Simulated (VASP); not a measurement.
```xyz
4
Lattice="1.8683 -3.2360 0.0000 1.8683 3.2360 0.0000 0.0000 0.0000 11.9514" Properties=species:S:1:pos:R:3 pbc="T T T"
La     0.0000     0.0000     5.9757
La     0.0000     0.0000     0.0000
La     1.8683     1.0787     2.9878
La     1.8683    -1.0787     8.9635
```

Computed with optB88-vdW, VASP's PBE PAW potentials (set 64) (plane waves; VASP 6.6.1). Run with 520 eV cut-off, 11×11×3 Γ-centred mesh, tetrahedra with Blöchl corrections, potentials La.

The cores are frozen, which limits the accuracy of field gradients.

### Question
Give the principal components of the electric field gradient (V/Å²) and the asymmetry η at each nucleus.

### Answer

| atom | Vxx | Vyy | Vzz | η |
|---|---|---|---|---|
| La1 | -12.5 | -12.5 | 25.0 | 0.00 |
| La2 | -12.5 | -12.5 | 25.0 | 0.00 |
| La3 | -17.4 | -17.4 | 34.8 | 0.00 |
| La4 | -17.4 | -17.4 | 34.8 | 0.00 |

The compound is La in the dhcp structure. It was relaxed first.
